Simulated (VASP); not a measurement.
Output of a VASP run:

### OSZICAR
```
       N       E                     dE             d eps       ncg     rms          rms(c)
DAV:   1     0.114701914135E+02    0.11470E+02   -0.47735E+03   880   0.881E+02
DAV:   2    -0.131223294622E+02   -0.24593E+02   -0.23756E+02   864   0.138E+02
DAV:   3    -0.134831040740E+02   -0.36077E+00   -0.36077E+00  1024   0.185E+01
DAV:   4    -0.134836569536E+02   -0.55288E-03   -0.55288E-03   952   0.625E-01
DAV:   5    -0.134836573012E+02   -0.34760E-06   -0.34760E-06  1048   0.130E-02    0.662E+00
DAV:   6    -0.121646911813E+02    0.13190E+01   -0.85277E+00   752   0.205E+01    0.223E+00
DAV:   7    -0.121453502945E+02    0.19341E-01   -0.40143E-02   784   0.252E+00    0.129E+00
DAV:   8    -0.121374676711E+02    0.78826E-02   -0.23240E-02   760   0.234E+00    0.154E-01
DAV:   9    -0.121373652392E+02    0.10243E-03   -0.41015E-04  1064   0.178E-01    0.757E-02
DAV:  10    -0.121374502990E+02   -0.85060E-04   -0.12888E-04   776   0.122E-01    0.464E-03
DAV:  11    -0.121374506604E+02   -0.36144E-06   -0.51747E-07  1016   0.731E-03
   1 F= -.12137451E+02 E0= -.12137451E+02  d E =-.121375E+02
       N       E                     dE             d eps       ncg     rms          rms(c)
DAV:   1    -0.121393052089E+02   -0.18549E-02   -0.36606E-02   752   0.195E+00    0.309E-01
DAV:   2    -0.121376327142E+02    0.16725E-02   -0.11981E-02   768   0.810E-01    0.292E-02
DAV:   3    -0.121376200681E+02    0.12646E-04   -0.91524E-05   840   0.117E-01    0.180E-02
DAV:   4    -0.121376111539E+02    0.89142E-05   -0.84332E-06   832   0.309E-02    0.395E-03
DAV:   5    -0.121376106809E+02    0.47309E-06   -0.95802E-07   424   0.775E-03
   2 F= -.12137611E+02 E0= -.12137611E+02  d E =-.160020E-03
       N       E                     dE             d eps       ncg     rms          rms(c)
DAV:   1    -0.121376994259E+02   -0.88272E-04   -0.16160E-03   768   0.411E-01    0.652E-02
DAV:   2    -0.121376258140E+02    0.73612E-04   -0.53169E-04   760   0.170E-01    0.621E-03
DAV:   3    -0.121376245543E+02    0.12596E-05   -0.40881E-06   848   0.248E-02    0.382E-03
DAV:   4    -0.121376244599E+02    0.94448E-07   -0.37210E-07   408   0.651E-03
   3 F= -.12137624E+02 E0= -.12137624E+02  d E =-.173799E-03
```

File OUTCAR:
```
------------------------ aborting loop because EDIFF is reached ----------------------------------------
  FORCE on cell =-STRESS in cart. coord.  units (eV):
  Direction    XX          YY          ZZ          XY          YZ          ZX
  --------------------------------------------------------------------------------------
  Total       -0.0020852     -0.0020852     -0.0020852      0.0000000      0.0000000     -0.0000000
  in kB       -0.1783078     -0.1783078     -0.1783078      0.0000000      0.0000000     -0.0000000
  external PRESSURE =      -0.1783078 kB  Pullay stress =       0.0000000 kB
  volume of cell :       18.74
      direct lattice vectors                 reciprocal lattice vectors
    -0.000000000  2.108081651  2.108081651    -0.237182464  0.237182464  0.237182464
     2.108081651 -0.000000000  2.108081651     0.237182464 -0.237182464  0.237182464
     2.108081651  2.108081651 -0.000000000     0.237182464  0.237182464 -0.237182464
  FREE ENERGIE OF THE ION-ELECTRON SYSTEM (eV)
  ---------------------------------------------------
  free  energy   TOTEN  =       -12.1376244599 eV

  energy  without entropy=      -12.1376244599  energy(sigma->0) =      -12.13762446

 reached required accuracy - stopping structural energy minimisation
```
(Selected blocks of OUTCAR.)

**POSCAR**
```
MgO
1
    0.0000000000     2.1050000000     2.1050000000
    2.1050000000     0.0000000000     2.1050000000
    2.1050000000     2.1050000000     0.0000000000
Mg O
1 1
Direct
  0.0000000000   0.0000000000   0.0000000000
  0.5000000000   0.5000000000   0.5000000000
```

Write an INCAR and KPOINTS that could have produced this output.

This is not unique; one that fits is the input of the run itself, AM05 GGA, plane waves, VASP's PBE PAW potentials (set 64).

### KPOINTS
```
Automatic mesh
0
Gamma
10 10 10
0 0 0
```

### INCAR
```
! general
SYSTEM  =  MgO
PREC    =  Accurate
ENCUT   =  520   ! plane-wave cut-off (eV)
LREAL   =  .FALSE.
LASPH   =  .TRUE.   ! aspherical one-centre terms

! electronic loop
EDIFF   =  1E-6
NELM    =  100   ! most electronic steps
ALGO    =  Normal   ! blocked Davidson

! smearing
ISMEAR  =  0   ! Gaussian
SIGMA   =  0.05   ! width (eV)

! functional
GGA     =  AM

! ions
IBRION  =  2   ! conjugate gradients
NSW     =  60
ISIF    =  3   ! ions, shape and volume
EDIFFG  =  -0.01

! output
LWAVE   =  .FALSE.
LCHARG  =  .FALSE.
```

POTCAR, in this order: Mg O (PBE.64 set). Program: vasp_std.

The compound is MgO in the rock salt structure. This run relaxes it. Symmetry was kept, so distortions that lower it aren't found.
